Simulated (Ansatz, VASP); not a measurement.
# Cross-check of Si54N71 (V_N1) between VASP and Ansatz, part 2 of 2

Aim: how closely do two programs agree when they are given the same cell, functional and k mesh? The structure shown is the start of the Ansatz relaxation below; VASP solves that cell, so the two are compared at the walk's first step.

VASP 6.6.1 and Ansatz 0.2.0.

So far: The structure; Ansatz: relaxation, PBEsol.

**3. VASP: single point, PBEsol, start cell**

Level of this step: PBEsol; plane waves and PAW (Si, N) (VASP).

The same cell, functional, mesh and smearing now go to VASP, with its own data sets.

Lines of VASP's logs that name or quote its potential files are left out, and so is its time.

Contents of INCAR:

```
SYSTEM = Si54N71
PREC = Accurate
ENCUT = 520
EDIFF = 1E-06
NELM = 120
ISMEAR = -1
SIGMA = 0.01
LREAL = Auto
ALGO = Normal
GGA = PS
NELECT = 568
NBANDS = 384
LORBIT = 11
LWAVE = .FALSE.
LCHARG = .FALSE.
ISIF = 2
ISYM = 0
LASPH = .TRUE.
GGA_COMPAT = .FALSE.
NCORE = 4
```

Contents of POSCAR:

```
Si54N71
1.0
   11.4366858822      6.6029736727      0.0000000000
  -11.4366858822      6.6029736727      0.0000000000
    0.0000000000      0.0000000000      8.7307673276
Si N
54 71
Direct
    0.0237721513      0.8079956661      0.2506158872
    0.3569757316      0.4763077666      0.2510021076
[... 9 atom lines left out ...]
    0.8591015705      0.5476115955      0.2548289190
[... 1 atom line left out ...]
    0.4501113607      0.3139896716      0.2512749358
[... 2 atom lines left out ...]
    0.6434546464      0.5232783109      0.0816080618
[... 2 atom lines left out ...]
    0.3544716912      0.4775026998      0.5824512107
[... 2 atom lines left out ...]
    0.5474499728      0.6892984083      0.4206185851
    0.8770463468      0.3531448371      0.4127050767
[... 1 atom line left out ...]
    0.4695799948      0.1198847211      0.4142040286
    0.8102131922      0.7909054135      0.4173669808
    0.1903231193      0.2135355256      0.5856764713
[... 1 atom line left out ...]
    0.8593825798      0.5449733150      0.5778687956
[... 1 atom line left out ...]
    0.4525275732      0.3131645605      0.5778252713
[... 2 atom lines left out ...]
    0.6478696542      0.5236991546      0.4189080825
[... 2 atom lines left out ...]
    0.3494814838      0.4693777557      0.9183275306
[... 2 atom lines left out ...]
    0.5481778393      0.6838201063      0.7486809297
[... 2 atom lines left out ...]
    0.4705654746      0.1215781857      0.7475142511
    0.8070021052      0.7898166196      0.7457912639
[... 2 atom lines left out ...]
    0.8566158518      0.5424572716      0.9180799006
[... 1 atom line left out ...]
    0.4519460880      0.3154063582      0.9129885955
[... 2 atom lines left out ...]
    0.6451404353      0.5238586222      0.7541762085
[... 2 atom lines left out ...]
    0.3329786283      0.3294356439      0.2509564071
[... 3 atom lines left out ...]
    0.6701885683      0.6666730394      0.0812190926
[... 7 atom lines left out ...]
    0.4582591222      0.2425433086      0.0881536492
[... 6 atom lines left out ...]
    0.7885083341      0.5415527013      0.0859688469
[... 1 atom line left out ...]
    0.5782329104      0.4527908885      0.2547992538
[... 1 atom line left out ...]
    0.0017161881      0.6671628987      0.5885719785
    0.3353377817      0.3314151418      0.5858612202
[... 3 atom lines left out ...]
    0.6702892671      0.6688646411      0.4198189990
    0.2160297718      0.4556588067      0.5866168239
    0.5452502762      0.1201102444      0.5792808135
    0.8817440062      0.7893710924      0.5882736084
[... 1 atom line left out ...]
    0.4198814132      0.5452192090      0.4136693677
    0.7543136521      0.2140149097      0.4130399843
[... 1 atom line left out ...]
    0.4599657293      0.2425380561      0.4156849981
[... 1 atom line left out ...]
    0.2124620099      0.0909682473      0.5881315819
    0.5410644097      0.7560912999      0.5880853088
    0.8728701080      0.4232828716      0.5834591404
[... 2 atom lines left out ...]
    0.7842818244      0.5426533467      0.4117875171
[... 3 atom lines left out ...]
    0.3375951477      0.3346795303      0.9171381735
[... 3 atom lines left out ...]
    0.6661545171      0.6701426480      0.7506928949
[... 4 atom lines left out ...]
    0.4226702477      0.5480219461      0.7549793452
    0.7563522774      0.2156172197      0.7456929907
[... 1 atom line left out ...]
    0.4590992503      0.2466829065      0.7530204108
[... 6 atom lines left out ...]
    0.7880662643      0.5445566472      0.7553444906
[... 1 atom line left out ...]
    0.5745863735      0.4555311670      0.9184510020
    0.9109601667      0.1172182476      0.9190830197
```

Contents of KPOINTS:

```
Points of the shifted mesh
1
Reciprocal
 0.2500000000  0.2500000000  0.2500000000 1
```

Potentials, in the order of the species: Si and N (PBE family, release 64).

On the command line:

```sh
$ mpirun -np 16 vasp_std
```

Numbers of over 12 decimals in the logs are rounded to 6 here.

The program printed:

```text
[banner, memory and clock lines left out]
running   16 mpi-ranks, on    1 nodes
[...]
|                                                                             |
|               ----> ADVICE to this user running VASP <----                  |
|                                                                             |
|     You enforced a specific xc type in the INCAR file but a different       |
|     [... a line on the potential file left out ...]
|     I HOPE YOU KNOW WHAT YOU ARE DOING!                                     |
|                                                                             |

 LDA part: xc-table for (Slater+PW92), standard interpolation
 POSCAR, INCAR and KPOINTS ok, starting setup
[...]
entering main loop
       N       E                     dE             d eps       ncg     rms          rms(c)
DAV:   1     0.261437724351E+04    0.26144E+04   -0.27916E+05   768   0.137E+03
DAV:   2    -0.958020848140E+03   -0.35724E+04   -0.34227E+04   936   0.296E+02
DAV:   3    -0.121993814729E+04   -0.26192E+03   -0.25961E+03   936   0.815E+01
DAV:   4    -0.122575765351E+04   -0.58195E+01   -0.57930E+01   984   0.125E+01
DAV:   5    -0.122590393114E+04   -0.14628E+00   -0.14602E+00   936   0.192E+00BRMIX: very serious problems
 the old and the new charge density differ
 old charge density:   571.00000 new  568.00000
    0.865E+01
DAV:   6    -0.108830575367E+04    0.13760E+03   -0.56158E+02   904   0.307E+01    0.398E+01
DAV:   7    -0.108682613970E+04    0.14796E+01   -0.30494E+01   912   0.787E+00    0.190E+01
DAV:   8    -0.108612441789E+04    0.70172E+00   -0.67157E+00  1000   0.456E+00    0.903E+00
DAV:   9    -0.108599375320E+04    0.13066E+00   -0.10454E+01  1064   0.369E+00    0.517E+00
[...]
DAV:  22    -0.108561946523E+04   -0.69154E-05   -0.11894E-05   880   0.543E-03    0.510E-03
DAV:  23    -0.108561946648E+04   -0.12442E-05   -0.35982E-06   672   0.278E-03    0.575E-03
DAV:  24    -0.108561946655E+04   -0.68656E-07   -0.18002E-06   536   0.178E-03
   1 F= -.10856195E+04 E0= -.10856097E+04  d E =-.194627E-01
```

From OUTCAR (step 3):

```text
  FREE ENERGIE OF THE ION-ELECTRON SYSTEM (eV)
  ---------------------------------------------------
  free  energy   TOTEN  =     -1085.6194665470 eV

  energy  without entropy=    -1085.6000038126  energy(sigma->0) =    -1085.60973518
```

The cell is charged against a uniform background. The PAW data sets were made with PBE, which is usual practice but a small mismatch for other functionals.

**4. Side by side**

Known differences besides the potentials themselves: the cutoff is 420 eV in Ansatz and 520 eV in VASP (PREC = Accurate, projectors in real space); Ansatz makes its cores anew for this functional, VASP keeps those of its PBE data sets. Total energies have different zeros and are not compared.

Forces on 10 of the 125 atoms, those with the largest forces and the largest differences (eV/Å; atoms numbered as in POSCAR):

| atom | Ansatz x, y, z | VASP x, y, z |
| --- | --- | --- |
| Si3 | 0.648, -2.299, 1.763 | 0.657, -2.318, 1.766 |
| Si4 | 0.211, 2.810, 0.833 | 0.210, 2.823, 0.837 |
| Si41 | -2.774, -0.278, 1.805 | -2.798, -0.286, 1.811 |
| Si50 | 2.139, 0.170, 2.266 | 2.159, 0.190, 2.284 |
| N77 | -0.385, -0.988, -0.613 | -0.386, -1.018, -0.631 |
| N80 | -1.820, 1.151, -0.187 | -1.859, 1.149, -0.187 |
| N89 | 0.437, 2.287, 1.748 | 0.440, 2.313, 1.761 |
| N105 | 2.977, 0.759, -0.140 | 3.003, 0.762, -0.140 |
| N122 | -1.119, -1.268, -2.468 | -1.111, -1.268, -2.487 |
| N124 | 0.215, -1.059, -0.666 | 0.218, -1.094, -0.656 |

The forces differ by 10 meV/Å r.m.s., which is 0.9 % of the r.m.s. force of 1.099 eV/Å (both taken over all components). The cell carries a charge of +3 e against a uniform background, so its pressure also hangs on how the neutralising background is counted, and in a defect's cell a gap may be the spacing between its levels.

**5. What came out**

```
r.m.s. force difference (single point, PBEsol, start cell) : 0.94 % of the r.m.s. force
```

**Reading.** The r.m.s. force difference is 0.94 % of the r.m.s. force (single point, PBEsol, start cell), within the 3 % picked in this series as the mark of a large difference. VASP runs on this material, other cells of it included, that failed, so that no pair exists: single point, PBEsol (timeout). 1 further run of this series is not shown here. How closely two codes agree says nothing of how well the functional describes the real material.

[Lines on the potential files, build, host, timing and source positions are cut from VASP's logs without a mark.]

[Logs are printed without paths, hosts, clocks, repeated set-up lines and the standing remarks that a program may print on its own settings, such as how far it seeks lower states.]

[Hosts, paths, dates, database ids (printed as entryN), source tags and the programs' standing remarks are cut or masked in the printed files.]
